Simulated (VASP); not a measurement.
Given:

```
Cu
1.0
    0.00000     1.80500     1.80500
    1.80500     0.00000     1.80500
    1.80500     1.80500     0.00000
Cu
1
Direct
  0.00000   0.00000   0.00000
```

These are PBE GGA, VASP's PBE PAW potentials (set 64) (plane waves; VASP) values and carry that method's errors. Settings: 300 eV cut-off, 21×21×21 Γ-centred mesh, Gaussian smearing of 0.20 eV, potentials Cu.

Task: What does the run give for the energy per atom (σ→0), band gap (on the k-mesh) with the smallest direct gap where there is one?

Result: 
```yaml
band gap (on the k-mesh): none (metal, semimetal or under 0.01 eV)
energy per atom (σ→0): -3.724 eV/atom
```

The absolute energy has meaning only against runs of the same code, potentials and settings.

The structure is a typed Cu crystal (Fm-3m). The cell was not relaxed at this level.
